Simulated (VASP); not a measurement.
Ti2O3 (a cell with a defect) (Rutile): single point with LDA

Ti2O3 (a cell with a defect) (Rutile):

```
Ti O
1.0
     4.59220    0.00000    0.00000
     0.00000    4.59220    0.00000
     0.00000    0.00000    2.95740
Ti O
2 3
Cartesian
  0.0000 0.0000 0.0000
  2.2961 2.2961 1.4787
  1.4004 1.4004 0.0000
  -0.7351 4.5051 1.4792
  3.1918 3.1918 0.0000
```

* Program: VASP 6.6.1
* Task: single point
* Functional: LDA
* Potentials or basis: VASP PAW LDA potentials, release 64 (Ti_sv, O)
* Cutoff: 520 eV
* k mesh: 3 × 3 × 4
* Occupations: fermi-dirac, width 0.1 eV
* Spin: no spin polarisation

The pressure is 18.7 GPa, the largest force is 5.160 eV/Å and the band gap on the k mesh is none (metal or under the smearing width).

Forces on the atoms (eV/Å):
```
Ti   5.160  0.023  0.020
Ti  -0.103  0.933  0.000
O   -0.369 -0.560  0.000
O   -2.985  3.912 -0.025
O   -1.703 -4.309  0.005
```

Stress tensor (GPa, compression positive):
```
 5.37  5.90  0.03
 5.90  5.63 -0.01
 0.03 -0.01 45.20
```

Levels at points of the mesh, in eV from the Fermi level:
```csv
k point,band 18,band 19,band 20,band 21,band 22,band 23,band 24,band 25
"(0.00, 0.00, 0.00)",-4.18,-3.49,-2.63,-1.66,0.06,0.66,0.82,1.04
"(0.00, 0.00, 0.50)",-4.82,-4.14,-2.69,-0.60,-0.03,0.17,1.04,1.52
```

Run time: 70 s on 1 thread of AMD EPYC 7R43 64-Core Processor (Zen 3), on a shared host, peak memory 0.13 GiB.

Caveat: the k mesh is coarse (spacing up to 0.53 Å⁻¹), so the values aren't converged; so large a pressure means that the cell lies far from this level's equilibrium, or that cutoff or potentials fall short; semilocal functionals often make such compounds metallic where correlation or magnetic order opens a gap, which also shifts bond lengths.
